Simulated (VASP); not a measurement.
Level of theory: TPSS meta-GGA, VASP's PBE PAW potentials (set 64) (plane waves; VASP).

VASP input:

File POSCAR:
```
Re
1.0
  1.3800000000  -2.3902300000   0.0000000000
  1.3800000000   2.3902300000   0.0000000000
  0.0000000000   0.0000000000   4.4600000000
Re
2
Cartesian
  1.3800000000   0.7967449268   1.1150000000
  1.3800000000  -0.7967449268   3.3450000000
```

**KPOINTS**
```
Automatic mesh
0
Gamma
14 14 8
0 0 0
```

INCAR:
```
EDIFF=1E-6   # SCF stop (eV)
LMIXTAU=.TRUE.
EDIFFG=-0.01
PREC=Accurate
ENCUT=520   # plane-wave cut-off (eV)
NELM=100
IBRION=2   # conjugate gradients
LCHARG=.FALSE.
ALGO=Normal
LWAVE=.FALSE.
SIGMA=0.1   # width (eV)
ISIF=3   # ions, shape and volume
LMAXMIX=6   # l cut-off of mixed one-centre charges
LASPH=.TRUE.   # aspherical one-centre terms
SYSTEM=Re
ISMEAR=1
METAGGA=TPSS
NSW=60   # most ionic steps
LREAL=.FALSE.   # projection in real space or not
```

POTCAR, in this order: Re (PBE.64 set). Program: vasp_std.

What VASP printed:

OSZICAR:
```
       N       E                     dE             d eps       ncg     rms          rms(c)
DAV:   1     0.474170319700E+02    0.47417E+02   -0.77147E+03  4393   0.176E+03
DAV:   2    -0.110545727956E+02   -0.58472E+02   -0.49042E+02  4276   0.347E+02
DAV:   3    -0.188239830303E+02   -0.77694E+01   -0.62978E+01  4406   0.296E+02
DAV:   4    -0.193794232047E+02   -0.55544E+00   -0.49548E+00  4995   0.345E+01
DAV:   5    -0.194091667537E+02   -0.29744E-01   -0.27783E-01  4642   0.468E+00    0.306E+01
DAV:   6    -0.277270911494E+02   -0.83179E+01   -0.33380E+00  4152   0.313E+01    0.252E+01
DAV:   7    -0.282973109357E+02   -0.57022E+00   -0.16946E+01  4303   0.164E+02    0.586E+01
DAV:   8    -0.272411605418E+02    0.10562E+01   -0.93913E+00  4102   0.128E+02    0.127E+00
DAV:   9    -0.273024081129E+02   -0.61248E-01   -0.11408E-01  4918   0.690E+00    0.296E+00
DAV:  10    -0.272936103366E+02    0.87978E-02   -0.19004E-03  4759   0.924E-01    0.404E+00
DAV:  11    -0.273023828826E+02   -0.87725E-02   -0.25457E-03  4370   0.472E-01    0.384E-01
DAV:  12    -0.273038058366E+02   -0.14230E-02   -0.76839E-04  4375   0.126E+00    0.262E-01
DAV:  13    -0.273037862823E+02    0.19554E-04   -0.11987E-04  4217   0.106E-01    0.567E-02
DAV:  14    -0.273039574558E+02   -0.17117E-03   -0.70378E-05  5049   0.220E-01    0.791E-02
DAV:  15    -0.273039864485E+02   -0.28993E-04   -0.12805E-05  4031   0.121E-01    0.302E-03
DAV:  16    -0.273039861865E+02    0.26201E-06   -0.90327E-08  1968   0.141E-02
   1 F= -.27303986E+02 E0= -.27304275E+02  d E =-.273040E+02
       N       E                     dE             d eps       ncg     rms          rms(c)
DAV:   1    -0.273043771709E+02   -0.39072E-03   -0.74241E-02  3963   0.134E+01    0.522E-01
DAV:   2    -0.273038365917E+02    0.54058E-03   -0.73889E-04  4793   0.581E-01    0.198E-01
DAV:   3    -0.273036834863E+02    0.15311E-03   -0.34850E-04  5059   0.480E-01    0.378E-02
DAV:   4    -0.273036861858E+02   -0.26995E-05   -0.10186E-05  3699   0.623E-02    0.118E-02
DAV:   5    -0.273036913077E+02   -0.51218E-05   -0.69261E-06  3361   0.797E-02    0.768E-03
DAV:   6    -0.273036931784E+02   -0.18708E-05   -0.46108E-07  1814   0.253E-02    0.197E-03
DAV:   7    -0.273036940781E+02   -0.89970E-06   -0.46817E-07  1788   0.221E-02
   2 F= -.27303694E+02 E0= -.27304003E+02  d E =0.292108E-03
       N       E                     dE             d eps       ncg     rms          rms(c)
DAV:   1    -0.273043638121E+02   -0.67063E-03   -0.37833E-02  3963   0.967E+00    0.367E-01
DAV:   2    -0.273041098896E+02    0.25392E-03   -0.36883E-04  4770   0.408E-01    0.139E-01
DAV:   3    -0.273040474549E+02    0.62435E-04   -0.17203E-04  5034   0.340E-01    0.274E-02
DAV:   4    -0.273040476663E+02   -0.21142E-06   -0.31993E-06  2849   0.430E-02
   3 F= -.27304048E+02 E0= -.27304347E+02  d E =-.614798E-04
       N       E                     dE             d eps       ncg     rms          rms(c)
DAV:   1    -0.273041244046E+02   -0.76950E-04   -0.13138E-02  3936   0.565E+00    0.221E-01
DAV:   2    -0.273040367838E+02    0.87621E-04   -0.13166E-04  4785   0.256E-01    0.794E-02
DAV:   3    -0.273040164028E+02    0.20381E-04   -0.67052E-05  4945   0.214E-01    0.183E-02
DAV:   4    -0.273040157966E+02    0.60616E-06   -0.71962E-07  1952   0.214E-02
   4 F= -.27304016E+02 E0= -.27304324E+02  d E =0.318697E-04
       N       E                     dE             d eps       ncg     rms          rms(c)
DAV:   1    -0.273041198475E+02   -0.10344E-03   -0.49657E-03  3939   0.342E+00    0.144E-01
DAV:   2    -0.273040808461E+02    0.39001E-04   -0.52483E-05  4745   0.161E-01    0.529E-02
DAV:   3    -0.273040679896E+02    0.12857E-04   -0.23442E-05  4441   0.123E-01    0.825E-03
DAV:   4    -0.273040676323E+02    0.35725E-06   -0.22646E-07  1635   0.144E-02
   5 F= -.27304068E+02 E0= -.27304371E+02  d E =-.199660E-04
```

### OUTCAR
```
------------------------ aborting loop because EDIFF is reached ----------------------------------------
  FORCE on cell =-STRESS in cart. coord.  units (eV):
  Direction    XX          YY          ZZ          XY          YZ          ZX
  --------------------------------------------------------------------------------------
  Total        0.0151247      0.0151247      0.0129334      0.0000000      0.0000000      0.0000000
  in kB        0.8232543      0.8232542      0.7039785      0.0000000      0.0000000      0.0000000
  external PRESSURE =       0.7834957 kB  Pullay stress =       0.0000000 kB
  volume of cell :       29.44
      direct lattice vectors                 reciprocal lattice vectors
     1.379472849 -2.389316948  0.000000000     0.362457297 -0.209264828  0.000000000
     1.379472849  2.389316948 -0.000000000     0.362457297  0.209264828 -0.000000000
    -0.000000000  0.000000000  4.465267989     0.000000000  0.000000000  0.223950724
 POSITION                                       TOTAL-FORCE (eV/Angst)
 -----------------------------------------------------------------------------------
      1.37947      0.79644      1.11632         0.000000     -0.000000      0.000000
      1.37947     -0.79644      3.34895        -0.000000      0.000000      0.000000
 -----------------------------------------------------------------------------------
    total drift:                               -0.000001      0.000007     -0.000016
  FREE ENERGIE OF THE ION-ELECTRON SYSTEM (eV)
  ---------------------------------------------------
  free  energy   TOTEN  =       -27.3040676323 eV

  energy  without entropy=      -27.3049777995  energy(sigma->0) =      -27.30437102

 reached required accuracy - stopping structural energy minimisation
```
(Selected blocks of OUTCAR.)

### CONTCAR
```
Re
   1.00000000000000
     1.3794728491677217   -2.3893169481063863    0.0000000000000000
     1.3794728491677217    2.3893169481063863   -0.0000000000000000
    -0.0000000000000000    0.0000000000000000    4.4652679887105409
  Re
     2
Direct
     0.3333330000000032    0.6666669999999968    0.2500000000000000
     0.6666669999999968    0.3333330000000032    0.7500000000000000
```

The compound is Re in the hcp structure. This run relaxes it. Symmetry was kept, so distortions that lower it aren't found.
